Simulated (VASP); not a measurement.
Output of a VASP run:

OUTCAR:
```
 ion  position               nearest neighbor table
   1  0.000  0.000  0.000-
  LATTYP: Found a body centered cubic cell.
 ALAT       =     4.2211552536
 Subroutine PRICEL returns:
 Original cell was already a primitive cell.
 Subroutine GETGRP returns: Found 48 space group operations
The static configuration has the point symmetry O_h .
The dynamic configuration has the point symmetry O_h .
 Subroutine INISYM returns: Found 48 space group operations
 Subroutine IBZKPT returns following result:
 Found     56 irreducible k-points:

 Following reciprocal coordinates:
            Coordinates               Weight
  0.000000  0.000000  0.000000      1.000000
  0.090909  0.000000  0.000000     12.000000
  0.181818  0.000000  0.000000     12.000000
  0.272727  0.000000  0.000000     12.000000
  0.363636  0.000000  0.000000     12.000000
  0.454545  0.000000  0.000000     12.000000
  0.090909  0.090909  0.000000     24.000000
  0.181818  0.090909  0.000000     48.000000
  0.272727  0.090909  0.000000     48.000000
  0.363636  0.090909  0.000000     48.000000
  0.454545  0.090909  0.000000     24.000000
  0.181818  0.181818  0.000000     24.000000
  0.272727  0.181818 -0.000000     48.000000
  0.363636  0.181818  0.000000     48.000000
  0.272727  0.272727  0.000000     24.000000
  0.363636  0.272727 -0.000000     24.000000
  0.090909  0.090909  0.090909      8.000000
  0.181818  0.090909  0.090909     24.000000
  0.272727  0.090909  0.090909     24.000000
  0.363636  0.090909  0.090909     24.000000
 -0.090909  0.090909  0.090909      6.000000
  0.181818  0.181818  0.090909     24.000000
  0.272727  0.181818  0.090909     48.000000
  0.363636  0.181818  0.090909     24.000000
 -0.181818  0.181818  0.090909     24.000000
  0.272727  0.272727  0.090909     24.000000
 -0.272727  0.272727  0.090909     24.000000
 -0.181818  0.272727  0.090909     24.000000
 -0.363636  0.363636  0.090909     24.000000
 -0.272727  0.363636  0.090909     48.000000
 -0.454545  0.454545  0.090909     24.000000
 -0.363636  0.454545  0.090909     48.000000
 -0.272727  0.454545  0.090909     24.000000
 -0.454545 -0.454545  0.090909     24.000000
 -0.363636 -0.454545  0.090909     48.000000
 -0.363636 -0.363636  0.090909      8.000000
  0.181818  0.181818  0.181818      8.000000
  0.272727  0.181818  0.181818     24.000000
 -0.181818  0.181818  0.181818      6.000000
  0.272727  0.272727  0.181818      8.000000
   k-points           NKPTS =     56   k-points in BZ     NKDIM =     56   number of bands    NBANDS=      7
   number of dos      NEDOS =    301   number of ions     NIONS =      1
   total plane-waves  NPLWV =  21952
   dimension x,y,z NGX =    28 NGY =   28 NGZ =   28
   dimension x,y,z NGXF=    56 NGYF=   56 NGZF=   56
   ions per type =               1
   PREC   = accura    normal or accurate (medium, high low for compatibility)
   ISTART =      0    job   : 0-new  1-cont  2-samecut
   ICHARG =      2    charge: 1-file 2-atom 10-const
   ISPIN  =      1    spin polarized calculation?
   LNONCOLLINEAR =      F non collinear calculations
   LSORBIT =      F    spin-orbit coupling
   INIWAV =      1    electr: 0-lowe 1-rand  2-diag
   ENCUT  =  520.0 eV  38.22 Ry    6.18 a.u.   6.80  6.80  6.80*2*pi/ulx,y,z
   NELM   =    100;   NELMIN=  2; NELMDL= -5     # of ELM steps
   EDIFF  = 0.1E-05   stopping-criterion for ELM
   LREAL  =      F    real-space projection
   NLSPLINE    = F    spline interpolate recip. space projectors
   LMAXMIX     =    2 max onsite mixed and CHGCAR
   VOSKOWN=      0    Vosko Wilk Nusair interpolation
   EDIFFG = -.1E-01   stopping-criterion for IOM
   NSW    =     60    number of steps for IOM
   NBLOCK =      1;   KBLOCK =     60    inner block; outer block
   IBRION =      2    ionic relax: 0-MD 1-quasi-New 2-CG
   NFREE  =      1    steps in history (QN), initial steepest desc. (CG)
...
```

**OSZICAR**
```
       N       E                     dE             d eps       ncg     rms          rms(c)
DAV:   1     0.183883641414E+02    0.18388E+02   -0.40519E+03   784   0.873E+02
DAV:   2    -0.330861383766E+01   -0.21697E+02   -0.21697E+02   833   0.144E+02
DAV:   3    -0.374371112790E+01   -0.43510E+00   -0.43510E+00  1022   0.289E+01
DAV:   4    -0.374768793226E+01   -0.39768E-02   -0.39768E-02   987   0.243E+00
DAV:   5    -0.374774517063E+01   -0.57238E-04   -0.57238E-04  1008   0.255E-01    0.192E-01
DAV:   6    -0.305536821673E+01    0.69238E+00   -0.14423E-01   784   0.769E+00    0.326E-01
DAV:   7    -0.327172386046E+01   -0.21636E+00   -0.18717E-01   798   0.453E+00    0.255E-01
DAV:   8    -0.325379470524E+01    0.17929E-01   -0.91790E-03   812   0.140E+00    0.364E-01
DAV:   9    -0.329751020274E+01   -0.43715E-01   -0.42519E-02   791   0.373E+00    0.520E-02
DAV:  10    -0.329108131133E+01    0.64289E-02   -0.28470E-03   784   0.821E-01    0.598E-02
DAV:  11    -0.329899940553E+01   -0.79181E-02   -0.24465E-03   784   0.878E-01    0.248E-02
DAV:  12    -0.328305017599E+01    0.15949E-01   -0.43770E-03   784   0.833E-01    0.140E-02
DAV:  13    -0.328197643006E+01    0.10737E-02   -0.24860E-04   798   0.121E-01    0.131E-02
DAV:  14    -0.328193947209E+01    0.36958E-04   -0.56661E-06  1022   0.234E-02    0.136E-02
DAV:  15    -0.328174677642E+01    0.19270E-03   -0.18516E-04   791   0.141E-01    0.677E-03
DAV:  16    -0.328167195896E+01    0.74817E-04   -0.10095E-05   798   0.299E-02    0.401E-03
DAV:  17    -0.328163969188E+01    0.32267E-04   -0.16118E-06   784   0.127E-02    0.313E-03
DAV:  18    -0.328158131603E+01    0.58376E-04   -0.11269E-06   798   0.121E-02    0.190E-03
DAV:  19    -0.328155887366E+01    0.22442E-04   -0.46495E-07   784   0.907E-03    0.128E-03
DAV:  20    -0.328153941285E+01    0.19461E-04   -0.56031E-07   784   0.958E-03    0.628E-04
DAV:  21    -0.328152484549E+01    0.14567E-04   -0.12515E-07   798   0.337E-03    0.339E-04
DAV:  22    -0.328151742594E+01    0.74195E-05   -0.12057E-08   399   0.130E-03    0.127E-04
DAV:  23    -0.328151274844E+01    0.46775E-05   -0.14947E-08   392   0.137E-03    0.639E-05
DAV:  24    -0.328151312656E+01   -0.37812E-06   -0.34905E-09   392   0.629E-04
   1 F= -.32815131E+01 E0= -.32813854E+01  d E =-.328151E+01
```

OUTCAR:
```
------------------------ aborting loop because EDIFF is reached ----------------------------------------
  FORCE on cell =-STRESS in cart. coord.  units (eV):
  Direction    XX          YY          ZZ          XY          YZ          ZX
  --------------------------------------------------------------------------------------
  Total        0.0008329      0.0008329      0.0008329     -0.0000000     -0.0000000     -0.0000000
  in kB        0.0354827      0.0354827      0.0354827     -0.0000000     -0.0000000     -0.0000000
  external PRESSURE =       0.0354827 kB  Pullay stress =       0.0000000 kB
  volume of cell :       37.61
      direct lattice vectors                 reciprocal lattice vectors
    -2.110577627  2.110577627  2.110577627     0.000000000  0.236901971  0.236901971
     2.110577627 -2.110577627  2.110577627     0.236901971  0.000000000  0.236901971
     2.110577627  2.110577627 -2.110577627     0.236901971  0.236901971  0.000000000
 POSITION                                       TOTAL-FORCE (eV/Angst)
 -----------------------------------------------------------------------------------
      0.00000      0.00000      0.00000         0.000000      0.000000     -0.000000
 -----------------------------------------------------------------------------------
    total drift:                                0.000000     -0.000000      0.000000
  FREE ENERGIE OF THE ION-ELECTRON SYSTEM (eV)
  ---------------------------------------------------
  free  energy   TOTEN  =        -3.2815131266 eV

  energy  without entropy=       -3.2811298626  energy(sigma->0) =       -3.28138537

 reached required accuracy - stopping structural energy minimisation
```
(Selected blocks of OUTCAR.)

File POSCAR:
```
Na
1
   -2.1105776268     2.1105776268     2.1105776268
    2.1105776268    -2.1105776268     2.1105776268
    2.1105776268     2.1105776268    -2.1105776268
Na
1
Direct
  0.0000000000   0.0000000000   0.0000000000
```

Write an INCAR and KPOINTS that could have produced this output.

This is not unique; one that fits is the input of the run itself, r2SCAN+rVV10, plane waves, VASP's PBE PAW potentials (set 64).

**KPOINTS**
```
Automatic mesh
0
Gamma
11 11 11
0 0 0
```

**INCAR**
```
! general
SYSTEM    =  Na
PREC      =  Accurate
ENCUT     =  520
LREAL     =  F
LASPH     =  T

! electronic loop
EDIFF     =  1E-6
NELM      =  100
ALGO      =  Normal
LMIXTAU   =  T

! smearing
ISMEAR    =  1
SIGMA     =  0.1

! functional
METAGGA   =  R2SCAN
LUSE_VDW  =  T
BPARAM    =  11.95
CPARAM    =  0.0093

! ions
IBRION    =  2
NSW       =  60
ISIF      =  3
EDIFFG    =  -0.01

! output
LWAVE     =  F
LCHARG    =  F
```

POTCAR, in this order: Na_pv (PBE.64 set). Program: vasp_std.

The compound is Na in the bcc structure. It was relaxed first. The start is the result of an earlier pass.
